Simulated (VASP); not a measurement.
```
Cu2O
1.0
    4.23395     0.00000     0.00000
    0.00000     4.23395     0.00000
    0.00000     0.00000     4.23395
Cu O
4 2
Direct
  0.75000   0.25000   0.75000
  0.25000   0.75000   0.75000
  0.75000   0.75000   0.25000
  0.25000   0.25000   0.25000
  0.00000   0.00000   0.00000
  0.50000   0.50000   0.50000
```

Computed with PBEsol GGA, VASP's PBE PAW potentials (set 64) (plane waves; VASP). Settings: 520 eV cut-off, Gaussian smearing of 0.050 eV, potentials Cu O.

**Question.** What does the run give for the band gap (along the path) with the smallest direct gap where there is one?

**Answer.** 
```yaml
band gap (along the path): 0.55 eV
smallest direct gap (along the path): 0.55 eV
```

Total energies compare only between runs with the same potentials, cut-off and functional.

The compound is Cu2O in the cuprite structure. It was relaxed first.
